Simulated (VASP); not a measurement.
**TiSi2 under strain**

How does the pressure of TiSi2 answer to a change of volume? The bands are shown for each cell. All runs use PBEsol. Left out of this account: at least 1 further run (self-consistent run: a reference on another mesh). The start is a computed cell from the Materials Project.

Main program and level: VASP 6.6.1; PBEsol; plane waves and PAW (Ti_sv, Si).

Most raw output is cut from this account.

## (1) The starting structure

The structure is orthorhombic, space group Cmcm (No. 63). Conventional cell: a = 3.530 Å, b = 13.519 Å, c = 3.565 Å, α = 90.00°, β = 90.00°, γ = 90.00°. Nearest to Ti lie 10 Si at 2.58 to 2.81 Å. Nearest to Si lie 2 Si at 2.38 Å and 6 Ti at 2.58 to 2.81 Å. Nearest to Si lie 4 Si at 2.51 Å and 4 Ti at 2.66 to 2.67 Å. Farther neighbours are not listed.

## (2) Bands, cell as listed

Levels along the symmetry lines show where the bands peak and cross; KPOINTS_OPT computes them in the converged potential. PBEsol restores the gradient expansion of exchange and is tuned for the cells of solids.

File INCAR:

```
SYSTEM = TiSi2
PREC = Accurate
ENCUT = 400
EDIFF = 1E-06
NELM = 100
ISMEAR = -1
SIGMA = 0.05
LREAL = .FALSE.
ALGO = Normal
GGA = PS
NBANDS = 36
LASPH = .TRUE.
LORBIT = 11
LWAVE = .FALSE.
LCHARG = .FALSE.
KPAR = 4
```

File POSCAR:

```
TiSi2
1.0
    1.7651050250     -6.7592815350      0.0000000000
    1.7651050250      6.7592815350      0.0000000000
    0.0000000000      0.0000000000      3.5651739700
Ti Si
2 4
Direct
    0.8968819200      0.1031180800      0.7500000000
    0.1031180800      0.8968819200      0.2500000000
    0.5582514500      0.4417485500      0.7500000000
    0.4417485500      0.5582514500      0.2500000000
    0.2496851800      0.7503148200      0.7500000000
    0.7503148200      0.2496851800      0.2500000000
```

File KPOINTS:

```
Automatic mesh
0
Gamma
9 9 9
0 0 0
```

File KPOINTS_OPT:

```
Line mode
16
Line-mode
Reciprocal
  0.00000000   0.00000000   0.00000000 GAMMA
  0.26704826   0.26704826   0.00000000 X

  0.26704826   0.26704826   0.00000000 X
  0.00000000   0.50000000   0.00000000 S

  0.00000000   0.50000000   0.00000000 S
  0.00000000   0.50000000   0.50000000 R

  0.00000000   0.50000000   0.50000000 R
  0.26704826   0.26704826   0.50000000 A

  0.26704826   0.26704826   0.50000000 A
  0.00000000   0.00000000   0.50000000 Z

  0.00000000   0.00000000   0.50000000 Z
  0.00000000   0.00000000   0.00000000 GAMMA

  0.00000000   0.00000000   0.00000000 GAMMA
 -0.50000000   0.50000000   0.00000000 Y

 -0.50000000   0.50000000   0.00000000 Y
 -0.26704826   0.73295174   0.00000000 X1

 -0.26704826   0.73295174   0.00000000 X1
 -0.26704826   0.73295174   0.50000000 A1

 -0.26704826   0.73295174   0.50000000 A1
 -0.50000000   0.50000000   0.50000000 T

 -0.50000000   0.50000000   0.50000000 T
 -0.50000000   0.50000000   0.00000000 Y

  0.00000000   0.00000000   0.50000000 Z
 -0.50000000   0.50000000   0.50000000 T
```

PAW data sets: Ti_sv and Si (PBE family, release 64).

Command:

```
$ mpirun -np 4 vasp_std
```

It took 5.1 min on 4 MPI ranks of AMD EPYC 7R43, shared host; peak memory 1.7 GiB.

The PAW data sets were made with PBE, which is usual practice but a small mismatch for other functionals. At this level the cell is under a tension of 2.2 GPa, so at these settings it is away from equilibrium.

Numbers from this step:

* SCF cycles: 14
* electrons: 40
* bands: 36
* irreducible k-points: 125
* symmetry operations: 8
* free energy (TOTEN): -43.68 eV
* energy at zero smearing: -43.67 eV
* Fermi energy: 10.48 eV
* pressure: -2.247 GPa
* metallic, judged on the points sampled: yes

The electronic bands at the labelled points (eV, zero at the Fermi level; # counts the bands kept in this run):

| point | #9 | #10 | #11 | #12 | #13 | #14 | #15 | #16 |
| --- | --- | --- | --- | --- | --- | --- | --- | --- |
| Γ | -2.19 | -2.09 | -2.08 | 0.46 | 0.71 | 0.81 | 0.87 | 1.34 |
| 0.47 of the way | -2.33 | -1.61 | -1.36 | -0.57 | 0.72 | 0.78 | 1.00 | 1.10 |
| X | -1.75 | -1.14 | -0.81 | -0.75 | -0.23 | 1.14 | 1.40 | 1.53 |
| 0.53 of the way | -1.69 | -1.33 | -0.74 | -0.73 | -0.34 | 1.15 | 1.56 | 1.59 |
| S | -1.68 | -1.48 | -0.70 | -0.58 | -0.56 | 1.16 | 1.47 | 1.63 |
| 0.53 of the way | -3.61 | -2.78 | -1.82 | -1.80 | 0.89 | 1.16 | 1.67 | 1.87 |
| R | -3.23 | -3.23 | -2.46 | -2.46 | 1.73 | 1.73 | 1.85 | 1.85 |
| 0.53 of the way | -3.32 | -3.32 | -2.41 | -2.41 | 1.75 | 1.75 | 1.86 | 1.86 |
| A | -3.37 | -3.37 | -2.38 | -2.38 | 1.77 | 1.77 | 1.85 | 1.85 |
| 0.53 of the way | -2.87 | -2.87 | -1.37 | -1.37 | 0.50 | 0.50 | 1.74 | 1.74 |
| Z | -1.66 | -1.66 | -0.05 | -0.05 | 0.83 | 0.83 | 1.47 | 1.47 |
| 0.53 of the way | -1.96 | -1.88 | -0.65 | -0.34 | 0.22 | 0.36 | 1.40 | 1.71 |
| Γ | -2.19 | -2.09 | -2.08 | 0.46 | 0.71 | 0.81 | 0.87 | 1.34 |
| 0.47 of the way | -2.38 | -2.03 | -1.32 | 0.42 | 0.68 | 0.81 | 0.86 | 0.95 |
| Y | -2.56 | -1.95 | -1.21 | 0.38 | 0.63 | 0.73 | 0.91 | 1.13 |
| 0.47 of the way | -2.69 | -1.61 | -0.35 | -0.18 | 0.02 | 0.18 | 1.08 | 1.75 |
| X1 | -1.75 | -1.14 | -0.81 | -0.75 | -0.23 | 1.14 | 1.40 | 1.53 |
| 0.47 of the way | -2.93 | -2.91 | -1.77 | -1.56 | 0.75 | 1.24 | 1.64 | 1.85 |
| A1 | -3.37 | -3.37 | -2.38 | -2.38 | 1.77 | 1.77 | 1.85 | 1.85 |
| 0.47 of the way | -3.06 | -3.06 | -2.44 | -2.44 | 1.69 | 1.69 | 1.78 | 1.78 |
| T | -2.05 | -2.05 | -0.89 | -0.89 | 0.45 | 0.45 | 1.64 | 1.64 |
| 0.47 of the way | -2.09 | -1.85 | -1.13 | -0.32 | 0.43 | 0.73 | 0.98 | 1.44 |
| Y | -2.56 | -1.95 | -1.21 | 0.38 | 0.63 | 0.73 | 0.91 | 1.13 |
| jump to Z | -1.66 | -1.66 | -0.05 | -0.05 | 0.83 | 0.83 | 1.47 | 1.47 |
| 0.47 of the way | -2.12 | -2.12 | -0.47 | -0.47 | 0.61 | 0.61 | 1.63 | 1.63 |
| T | -2.05 | -2.05 | -0.89 | -0.89 | 0.45 | 0.45 | 1.64 | 1.64 |

Of the projections kept (Ti, Si), the largest for each band there, as a share of the weight inside these atoms' spheres; weight between the spheres isn't counted:

| point | #9 | #10 | #11 | #12 | #13 | #14 | #15 | #16 |
| --- | --- | --- | --- | --- | --- | --- | --- | --- |
| Γ | Ti 0.84 | Ti 0.58 | Si 0.52 | Ti 1.00 | Si 0.75 | Ti 1.00 | Ti 0.99 | Ti 0.59 |
| X | Ti 0.63 | Ti 0.78 | Ti 0.90 | Ti 0.78 | Ti 0.76 | Ti 0.50 | Ti 0.55 | Ti 0.96 |
| S | Ti 0.69 | Ti 0.64 | Ti 0.91 | Ti 0.54 | Ti 0.88 | Si 0.61 | Si 0.76 | Ti 0.95 |
| R | Si 0.58 | Si 0.58 | Ti 0.64 | Ti 0.64 | Ti 0.97 | Ti 0.97 | Ti 0.99 | Ti 0.99 |
| A | Si 0.62 | Si 0.62 | Ti 0.64 | Ti 0.64 | Ti 0.98 | Ti 0.98 | Ti 0.99 | Ti 0.99 |
| Z | Ti 0.85 | Ti 0.85 | Ti 0.76 | Ti 0.76 | Ti 0.52 | Ti 0.52 | Ti 0.62 | Ti 0.62 |

Force by atom:

| atom | x (eV/Å) | y (eV/Å) | z (eV/Å) | size |
| --- | --- | --- | --- | --- |
| Ti1 | 0.000 | -0.017 | 0.000 | 0.017 |
| Ti2 | 0.000 | 0.017 | 0.000 | 0.017 |
| Si3 | 0.000 | -0.195 | 0.000 | 0.195 |
| Si4 | 0.000 | 0.195 | 0.000 | 0.195 |
| Si5 | 0.000 | 0.004 | 0.000 | 0.004 |
| Si6 | 0.000 | -0.004 | 0.000 | 0.004 |

There is no gap at this level.

## (3) Bands, volume times 1.04

The cell is expanded evenly, with fractional positions held.

INCAR is that of step 2.

Changes to POSCAR since step 2:

```diff
@@ -2,5 +2,5 @@
 1.0
-    1.7651050250     -6.7592815350      0.0000000000
-    1.7651050250      6.7592815350      0.0000000000
-    0.0000000000      0.0000000000      3.5651739700
+    1.7883327548     -6.8482296503      0.0000000000
+    1.7883327548      6.8482296503      0.0000000000
+    0.0000000000      0.0000000000      3.6120895340
 Ti Si
```

KPOINTS is that of step 2.

KPOINTS_OPT is that of step 2.

Command:

```
$ mpirun -np 4 vasp_std
```

Run time: 5 min. Hardware: 4 MPI ranks; peak memory 1.8 GiB; 16 min of CPU time.

Numbers from this step:

* free energy (TOTEN): -43.58 eV
* energy at zero smearing: -43.58 eV
* Fermi energy: 9.992 eV
* pressure: -7.272 GPa

Electronic bands along the path, in eV, zero at the Fermi level; # counts the bands kept in this run:

| point | #9 | #10 | #11 | #12 | #13 | #14 | #15 | #16 |
| --- | --- | --- | --- | --- | --- | --- | --- | --- |
| Γ | -2.08 | -2.08 | -2.05 | 0.44 | 0.54 | 0.78 | 0.84 | 1.30 |
| 0.47 of the way | -2.23 | -1.59 | -1.29 | -0.54 | 0.61 | 0.75 | 0.96 | 1.05 |
| X | -1.67 | -1.10 | -0.75 | -0.70 | -0.23 | 1.03 | 1.37 | 1.44 |
| 0.47 of the way | -1.62 | -1.26 | -0.71 | -0.69 | -0.30 | 1.03 | 1.47 | 1.51 |
| S | -1.61 | -1.45 | -0.65 | -0.56 | -0.53 | 1.04 | 1.35 | 1.53 |
| 0.47 of the way | -3.33 | -2.60 | -1.68 | -1.54 | 0.72 | 1.05 | 1.55 | 1.76 |
| R | -3.16 | -3.16 | -2.37 | -2.37 | 1.64 | 1.64 | 1.75 | 1.75 |
| 0.47 of the way | -3.23 | -3.23 | -2.32 | -2.32 | 1.65 | 1.65 | 1.75 | 1.75 |
| A | -3.30 | -3.30 | -2.29 | -2.29 | 1.68 | 1.68 | 1.75 | 1.75 |
| 0.47 of the way | -3.04 | -3.04 | -1.49 | -1.49 | 0.60 | 0.60 | 1.66 | 1.66 |
| Z | -1.57 | -1.57 | -0.05 | -0.05 | 0.78 | 0.78 | 1.43 | 1.43 |
| 0.53 of the way | -1.86 | -1.82 | -0.64 | -0.33 | 0.23 | 0.35 | 1.31 | 1.58 |
| Γ | -2.08 | -2.08 | -2.05 | 0.44 | 0.54 | 0.78 | 0.84 | 1.30 |
| 0.47 of the way | -2.25 | -1.99 | -1.28 | 0.41 | 0.51 | 0.79 | 0.82 | 0.91 |
| Y | -2.44 | -1.92 | -1.16 | 0.37 | 0.61 | 0.71 | 0.86 | 0.94 |
| 0.47 of the way | -2.60 | -1.56 | -0.32 | -0.15 | 0.01 | 0.18 | 0.98 | 1.68 |
| X1 | -1.67 | -1.10 | -0.75 | -0.70 | -0.23 | 1.03 | 1.37 | 1.44 |
| 0.47 of the way | -2.85 | -2.83 | -1.71 | -1.50 | 0.72 | 1.18 | 1.55 | 1.72 |
| A1 | -3.30 | -3.30 | -2.29 | -2.29 | 1.68 | 1.68 | 1.75 | 1.75 |
| 0.47 of the way | -2.98 | -2.98 | -2.37 | -2.37 | 1.60 | 1.60 | 1.69 | 1.69 |
| T | -1.98 | -1.98 | -0.85 | -0.85 | 0.40 | 0.40 | 1.55 | 1.55 |
| 0.47 of the way | -2.03 | -1.77 | -1.09 | -0.36 | 0.42 | 0.70 | 0.91 | 1.38 |
| Y | -2.44 | -1.92 | -1.16 | 0.37 | 0.61 | 0.71 | 0.86 | 0.94 |
| jump to Z | -1.57 | -1.57 | -0.05 | -0.05 | 0.78 | 0.78 | 1.43 | 1.43 |
| 0.47 of the way | -2.03 | -2.03 | -0.45 | -0.45 | 0.55 | 0.55 | 1.53 | 1.53 |
| T | -1.98 | -1.98 | -0.85 | -0.85 | 0.40 | 0.40 | 1.55 | 1.55 |

Of the projections kept (Ti, Si), the largest for each band there, as a share of the weight inside these atoms' spheres; weight between the spheres isn't counted:

| point | #9 | #10 | #11 | #12 | #13 | #14 | #15 | #16 |
| --- | --- | --- | --- | --- | --- | --- | --- | --- |
| Γ | Ti 0.86 | Si 0.54 | Ti 0.57 | Ti 1.00 | Si 0.71 | Ti 1.00 | Ti 0.99 | Ti 0.81 |
| X | Ti 0.64 | Ti 0.78 | Ti 0.90 | Ti 0.78 | Ti 0.77 | Ti 0.51 | Ti 0.55 | Ti 0.96 |
| S | Ti 0.69 | Ti 0.63 | Ti 0.91 | Ti 0.55 | Ti 0.88 | Si 0.59 | Si 0.77 | Ti 0.96 |
| R | Si 0.58 | Si 0.58 | Ti 0.64 | Ti 0.64 | Ti 0.98 | Ti 0.98 | Ti 0.99 | Ti 0.99 |
| A | Si 0.62 | Si 0.62 | Ti 0.65 | Ti 0.65 | Ti 0.98 | Ti 0.98 | Ti 0.99 | Ti 0.99 |
| Z | Ti 0.85 | Ti 0.85 | Ti 0.76 | Ti 0.76 | Ti 0.53 | Ti 0.53 | Ti 0.63 | Ti 0.63 |

Force by atom:

| atom | x (eV/Å) | y (eV/Å) | z (eV/Å) | size |
| --- | --- | --- | --- | --- |
| Ti1 | 0.0000 | 0.0816 | 0.0000 | 0.0816 |
| Ti2 | 0.0000 | -0.0816 | 0.0000 | 0.0816 |
| Si3 | 0.0000 | -0.0698 | 0.0000 | 0.0698 |
| Si4 | 0.0000 | 0.0698 | 0.0000 | 0.0698 |
| Si5 | 0.0000 | -0.0049 | 0.0000 | 0.0049 |
| Si6 | 0.0000 | 0.0049 | 0.0000 | 0.0049 |

 The pressure is -7.27 GPa.

For the pressure, step 2 gave -2.25 GPa; this run, with cell volume +4.0 %, gives -7.27 GPa.

## (4) Bands, volume times 1.08

INCAR is that of step 3.

Changes to POSCAR since step 3:

```diff
@@ -2,5 +2,5 @@
 1.0
-    1.7883327548     -6.8482296503      0.0000000000
-    1.7883327548      6.8482296503      0.0000000000
-    0.0000000000      0.0000000000      3.6120895340
+    1.8109722817     -6.9349253050      0.0000000000
+    1.8109722817      6.9349253050      0.0000000000
+    0.0000000000      0.0000000000      3.6578170407
 Ti Si
```

KPOINTS is that of step 3.

KPOINTS_OPT is that of step 3.

Command:

```
$ mpirun -np 4 vasp_std
```

Wall time 4.7 min (4 MPI ranks); peak memory 1.9 GiB.

Numbers from this step:

```yaml
scf_cycles: 15
free_energy_toten: -43.39 eV
energy_at_zero_smearing: -43.38 eV
fermi_energy: 9.531 eV
pressure: -11.35 GPa
```

Electronic bands along the path, in eV, zero at the Fermi level; # counts the bands kept in this run:

| point | #9 | #10 | #11 | #12 | #13 | #14 | #15 | #16 |
| --- | --- | --- | --- | --- | --- | --- | --- | --- |
| Γ | -2.07 | -2.00 | -1.97 | 0.39 | 0.43 | 0.74 | 0.82 | 1.26 |
| 0.47 of the way | -2.15 | -1.57 | -1.23 | -0.51 | 0.51 | 0.72 | 0.92 | 1.01 |
| X | -1.60 | -1.06 | -0.70 | -0.67 | -0.22 | 0.92 | 1.34 | 1.36 |
| 0.53 of the way | -1.55 | -1.25 | -0.66 | -0.63 | -0.32 | 0.92 | 1.35 | 1.42 |
| S | -1.53 | -1.41 | -0.60 | -0.53 | -0.50 | 0.93 | 1.25 | 1.45 |
| 0.53 of the way | -3.42 | -2.59 | -1.68 | -1.68 | 0.83 | 1.04 | 1.49 | 1.67 |
| R | -3.09 | -3.09 | -2.28 | -2.28 | 1.56 | 1.56 | 1.65 | 1.65 |
| 0.47 of the way | -3.16 | -3.16 | -2.24 | -2.24 | 1.57 | 1.57 | 1.66 | 1.66 |
| A | -3.23 | -3.23 | -2.20 | -2.20 | 1.59 | 1.59 | 1.65 | 1.65 |
| 0.53 of the way | -2.70 | -2.70 | -1.27 | -1.27 | 0.46 | 0.46 | 1.55 | 1.55 |
| Z | -1.49 | -1.49 | -0.05 | -0.05 | 0.73 | 0.73 | 1.39 | 1.39 |
| 0.53 of the way | -1.77 | -1.77 | -0.63 | -0.33 | 0.24 | 0.34 | 1.24 | 1.46 |
| Γ | -2.07 | -2.00 | -1.97 | 0.39 | 0.43 | 0.74 | 0.82 | 1.26 |
| 0.53 of the way | -2.18 | -1.94 | -1.18 | 0.39 | 0.39 | 0.75 | 0.79 | 0.82 |
| Y | -2.32 | -1.89 | -1.11 | 0.37 | 0.60 | 0.69 | 0.77 | 0.82 |
| 0.47 of the way | -2.52 | -1.52 | -0.30 | -0.13 | 0.01 | 0.17 | 0.88 | 1.62 |
| X1 | -1.60 | -1.06 | -0.70 | -0.67 | -0.22 | 0.92 | 1.34 | 1.36 |
| 0.53 of the way | -2.95 | -2.75 | -1.85 | -1.56 | 0.83 | 1.17 | 1.49 | 1.67 |
| A1 | -3.23 | -3.23 | -2.20 | -2.20 | 1.59 | 1.59 | 1.65 | 1.65 |
| 0.47 of the way | -2.89 | -2.89 | -2.29 | -2.29 | 1.52 | 1.52 | 1.60 | 1.60 |
| T | -1.91 | -1.91 | -0.80 | -0.80 | 0.34 | 0.34 | 1.47 | 1.47 |
| 0.47 of the way | -1.98 | -1.68 | -1.04 | -0.40 | 0.41 | 0.68 | 0.84 | 1.31 |
| Y | -2.32 | -1.89 | -1.11 | 0.37 | 0.60 | 0.69 | 0.77 | 0.82 |
| jump to Z | -1.49 | -1.49 | -0.05 | -0.05 | 0.73 | 0.73 | 1.39 | 1.39 |
| 0.53 of the way | -2.03 | -2.03 | -0.50 | -0.50 | 0.46 | 0.46 | 1.45 | 1.45 |
| T | -1.91 | -1.91 | -0.80 | -0.80 | 0.34 | 0.34 | 1.47 | 1.47 |

Of the projections kept (Ti, Si), the largest for each band there, as a share of the weight inside these atoms' spheres; weight between the spheres isn't counted:

| point | #9 | #10 | #11 | #12 | #13 | #14 | #15 | #16 |
| --- | --- | --- | --- | --- | --- | --- | --- | --- |
| Γ | Si 0.57 | Ti 0.57 | Ti 0.86 | Si 0.67 | Ti 1.00 | Ti 1.00 | Ti 0.99 | Ti 0.82 |
| X | Ti 0.65 | Ti 0.78 | Ti 0.90 | Ti 0.79 | Ti 0.77 | Ti 0.52 | Ti 0.56 | Ti 0.96 |
| S | Ti 0.70 | Ti 0.62 | Ti 0.91 | Ti 0.56 | Ti 0.88 | Si 0.58 | Si 0.77 | Ti 0.96 |
| R | Si 0.59 | Si 0.59 | Ti 0.65 | Ti 0.65 | Ti 0.98 | Ti 0.98 | Ti 0.99 | Ti 0.99 |
| A | Si 0.63 | Si 0.63 | Ti 0.65 | Ti 0.65 | Ti 0.99 | Ti 0.99 | Ti 0.99 | Ti 0.99 |
| Z | Ti 0.85 | Ti 0.85 | Ti 0.76 | Ti 0.76 | Ti 0.54 | Ti 0.54 | Ti 0.63 | Ti 0.63 |

Force by atom:

| atom | x (eV/Å) | y (eV/Å) | z (eV/Å) | size |
| --- | --- | --- | --- | --- |
| Ti1 | 0.000 | 0.167 | 0.000 | 0.167 |
| Ti2 | 0.000 | -0.167 | 0.000 | 0.167 |
| Si3 | 0.000 | 0.033 | 0.000 | 0.033 |
| Si4 | 0.000 | -0.033 | 0.000 | 0.033 |
| Si5 | 0.000 | -0.012 | 0.000 | 0.012 |
| Si6 | 0.000 | 0.012 | 0.000 | 0.012 |

 The pressure is -11.35 GPa.

For the pressure, step 2 gave -2.25 GPa; this run, with cell volume +8.0 %, gives -11.3 GPa.

## (5) Bands, sheared, principal strains -1.6, -0.2, +1.9 %

The first cell is sheared at its own volume, which lowers its symmetry.

INCAR is that of step 4.

Changes to POSCAR since step 4:

```diff
@@ -2,5 +2,5 @@
 1.0
-    1.8109722817     -6.9349253050      0.0000000000
-    1.8109722817      6.9349253050      0.0000000000
-    0.0000000000      0.0000000000      3.6578170407
+    1.7267840000     -6.7568930000     -0.0706020000
+    1.8234310000      6.7821310000      0.0975980000
+    0.0272640000      0.0443590000      3.5406600000
 Ti Si
```

KPOINTS is that of step 4.

File KPOINTS_OPT:

```
Line mode
16
Line-mode
Reciprocal
  0.00000000   0.00000000   0.50000000 X
  0.00000000   0.00000000   0.00000000 GAMMA

  0.00000000   0.00000000   0.00000000 GAMMA
  0.00000000   0.50000000   0.00000000 Y

  0.00000000   0.50000000   0.50000000 L
  0.00000000   0.00000000   0.00000000 GAMMA

  0.00000000   0.00000000   0.00000000 GAMMA
 -0.50000000   0.00000000   0.00000000 Z

 -0.50000000   0.00000000   0.50000000 N
  0.00000000   0.00000000   0.00000000 GAMMA

  0.00000000   0.00000000   0.00000000 GAMMA
 -0.50000000   0.50000000   0.00000000 M

 -0.50000000   0.50000000   0.50000000 R
  0.00000000   0.00000000   0.00000000 GAMMA
```

Command:

```
$ mpirun -np 4 vasp_std
```

It took 7.3 min on 4 MPI ranks; peak memory 3.8 GiB; 24 min of CPU time.

The path and its labels are those of the sheared lattice, so a letter need not mean the same point as in the unstrained cell.

This step gave:

- SCF cycles: 14
- irreducible k-points: 365
- symmetry operations: 2
- free energy (TOTEN): -43.64 eV
- energy at zero smearing: -43.63 eV
- Fermi energy: 10.48 eV
- pressure: -1.899 GPa

Electronic bands along the path, in eV, zero at the Fermi level; # counts the bands kept in this run:

| point | #9 | #10 | #11 | #12 | #13 | #14 | #15 | #16 |
| --- | --- | --- | --- | --- | --- | --- | --- | --- |
| X | -1.72 | -1.65 | -0.18 | -0.02 | 0.67 | 0.94 | 1.38 | 1.42 |
| 0.47 of the way | -1.92 | -1.86 | -0.49 | -0.35 | 0.17 | 0.30 | 1.34 | 1.80 |
| Γ | -2.20 | -2.20 | -2.09 | 0.45 | 0.69 | 0.80 | 0.91 | 1.28 |
| 0.53 of the way | -2.33 | -1.41 | -1.20 | -0.57 | 0.50 | 0.71 | 0.92 | 1.36 |
| Y | -1.60 | -1.46 | -0.67 | -0.57 | -0.50 | 1.25 | 1.54 | 1.57 |
| jump to L | -3.38 | -3.22 | -2.45 | -2.42 | 1.70 | 1.71 | 1.84 | 1.85 |
| 0.47 of the way | -2.33 | -2.28 | -1.66 | -1.29 | 0.40 | 0.92 | 1.62 | 1.70 |
| Γ | -2.20 | -2.20 | -2.09 | 0.45 | 0.69 | 0.80 | 0.91 | 1.28 |
| 0.53 of the way | -2.33 | -1.42 | -1.18 | -0.58 | 0.46 | 0.75 | 0.86 | 1.37 |
| Z | -1.65 | -1.53 | -0.67 | -0.56 | -0.48 | 1.21 | 1.54 | 1.56 |
| jump to N | -3.26 | -3.14 | -2.55 | -2.39 | 1.69 | 1.74 | 1.85 | 1.85 |
| 0.53 of the way | -2.25 | -1.92 | -1.29 | -1.17 | 0.61 | 0.77 | 1.52 | 1.80 |
| Γ | -2.20 | -2.20 | -2.09 | 0.45 | 0.69 | 0.80 | 0.91 | 1.28 |
| 0.53 of the way | -2.39 | -2.10 | -1.27 | 0.41 | 0.64 | 0.78 | 0.88 | 0.94 |
| M | -2.52 | -2.04 | -1.20 | 0.38 | 0.59 | 0.71 | 0.90 | 1.15 |
| jump to R | -2.13 | -2.10 | -0.97 | -0.91 | 0.38 | 0.44 | 1.65 | 1.75 |
| 0.53 of the way | -2.20 | -1.78 | -0.72 | -0.24 | 0.15 | 0.39 | 1.35 | 1.49 |
| Γ | -2.20 | -2.20 | -2.09 | 0.45 | 0.69 | 0.80 | 0.91 | 1.28 |

Of the projections kept (Ti, Si), the largest for each band there, as a share of the weight inside these atoms' spheres; weight between the spheres isn't counted:

| point | #9 | #10 | #11 | #12 | #13 | #14 | #15 | #16 |
| --- | --- | --- | --- | --- | --- | --- | --- | --- |
| X | Ti 0.84 | Ti 0.85 | Ti 0.75 | Ti 0.74 | Si 0.51 | Ti 0.55 | Ti 0.64 | Ti 0.64 |
| Γ | Ti 0.82 | Ti 0.55 | Ti 0.50 | Ti 1.00 | Si 0.60 | Ti 1.00 | Ti 0.90 | Ti 0.77 |
| Y | Ti 0.69 | Ti 0.65 | Ti 0.91 | Ti 0.87 | Ti 0.55 | Si 0.57 | Si 0.76 | Ti 0.94 |
| L | Si 0.59 | Si 0.55 | Ti 0.64 | Ti 0.64 | Ti 0.97 | Ti 0.97 | Ti 0.99 | Ti 0.99 |
| Γ | Ti 0.82 | Ti 0.55 | Ti 0.50 | Ti 1.00 | Si 0.60 | Ti 1.00 | Ti 0.90 | Ti 0.77 |
| Z | Ti 0.69 | Ti 0.64 | Ti 0.91 | Ti 0.55 | Ti 0.88 | Si 0.52 | Si 0.73 | Ti 0.93 |

Force by atom:

| atom | x (eV/Å) | y (eV/Å) | z (eV/Å) | size |
| --- | --- | --- | --- | --- |
| Ti1 | -0.003 | -0.030 | 0.082 | 0.087 |
| Ti2 | 0.003 | 0.030 | -0.082 | 0.087 |
| Si3 | -0.024 | -0.251 | 0.171 | 0.305 |
| Si4 | 0.024 | 0.251 | -0.171 | 0.305 |
| Si5 | -0.008 | -0.028 | 0.014 | 0.033 |
| Si6 | 0.008 | 0.028 | -0.014 | 0.033 |

 The pressure is -1.90 GPa, and the symmetry operations fall from 8 to 2.

(Continued in part 2 of 2.)

[Lines on the potential files, build, host, timing and source positions are cut from VASP's logs without a mark.]

[Logs are printed without paths, hosts, clocks, repeated set-up lines and the standing remarks that a program may print on its own settings, such as how far it seeks lower states.]

[Hosts, paths, dates, database ids (printed as entryN), source tags and the programs' standing remarks are cut or masked in the printed files.]

[A measured line is paired with the nearest computed mode of its activity, which favours agreement.]

[In band tables of VASP the shares of atoms and orbitals are scaled to a sum of 1 inside the atoms' spheres.]
